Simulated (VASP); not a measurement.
A convergence study with VASP on Be2C (antifluorite): a few settings are varied, all else stays as given below, so the limit is that of these other settings.

```
CELL_PARAMETERS angstrom
      0.00000     2.17000     2.17000
      2.17000     0.00000     2.17000
      2.17000     2.17000     0.00000
ATOMIC_POSITIONS crystal
  Be 0.25000 0.25000 0.25000
  Be 0.75000 0.75000 0.75000
  C  0.00000 0.00000 0.00000
```

Computed with PBE GGA, VASP's PBE PAW potentials (set 64) (plane waves; VASP). The last row used: 700 eV cut-off, 16×16×16 Γ-centred mesh, second-order Methfessel-Paxton smearing of 0.40 eV, potentials Be C.

Gaps are read on the run's mesh, which can miss a band edge.

```csv
setting,E (eV/atom),pressure (GPa),gap on the mesh (eV),irreducible k-points
"ISMEAR = -1, SIGMA = 0.01, 5×5×5 mesh",-5.8125,-1.45,1.613,10
"ISMEAR = -1, SIGMA = 0.1, 5×5×5 mesh",-5.8125,-1.45,1.613,10
"ISMEAR = 0, SIGMA = 0.01, 5×5×5 mesh",-5.8125,-1.45,1.613,10
"ISMEAR = 0, SIGMA = 0.2, 5×5×5 mesh",-5.8125,-1.45,1.613,10
"ISMEAR = 1, SIGMA = 0.05, 5×5×5 mesh",-5.8125,-1.45,1.613,10
"ISMEAR = 1, SIGMA = 0.2, 5×5×5 mesh",-5.8124,-1.45,1.613,10
"ISMEAR = 2, SIGMA = 0.05, 5×5×5 mesh",-5.8125,-1.45,1.613,10
"ISMEAR = 2, SIGMA = 0.2, 5×5×5 mesh",-5.8124,-1.45,1.613,10
"ISMEAR = -1, SIGMA = 0.01, 10×10×10 mesh",-5.8199,-1.41,1.156,47
"ISMEAR = -1, SIGMA = 0.2, 10×10×10 mesh",-5.8197,-1.41,1.156,47
"ISMEAR = 0, SIGMA = 0.01, 10×10×10 mesh",-5.8199,-1.41,1.156,47
"ISMEAR = 0, SIGMA = 0.4, 10×10×10 mesh",-5.8198,-1.41,1.156,47
"ISMEAR = 1, SIGMA = 0.05, 10×10×10 mesh",-5.8199,-1.41,1.156,47
"ISMEAR = 1, SIGMA = 0.4, 10×10×10 mesh",-5.8198,-1.41,1.156,47
"ISMEAR = 2, SIGMA = 0.05, 10×10×10 mesh",-5.8199,-1.41,1.156,47
"ISMEAR = 2, SIGMA = 0.4, 10×10×10 mesh",-5.8198,-1.41,1.156,47
"ISMEAR = -1, SIGMA = 0.05, 16×16×16 mesh",-5.8199,-1.41,1.156,145
"ISMEAR = -1, SIGMA = 0.2, 16×16×16 mesh",-5.8197,-1.41,1.156,145
"ISMEAR = 0, SIGMA = 0.1, 16×16×16 mesh",-5.8199,-1.41,1.156,145
"ISMEAR = 0, SIGMA = 0.4, 16×16×16 mesh",-5.8199,-1.41,1.156,145
"ISMEAR = 1, SIGMA = 0.1, 16×16×16 mesh",-5.8199,-1.41,1.156,145
"ISMEAR = 1, SIGMA = 0.4, 16×16×16 mesh",-5.8199,-1.42,1.156,145
"ISMEAR = 2, SIGMA = 0.1, 16×16×16 mesh",-5.8199,-1.41,1.156,145
"ISMEAR = 2, SIGMA = 0.4, 16×16×16 mesh",-5.8199,-1.41,1.156,145
```

Left out are rungs that failed or repeat a setting and relaxations that didn't move; long series are thinned to 24 rows.

The compound is Be2C in the antifluorite structure. The cell was not relaxed at this level.
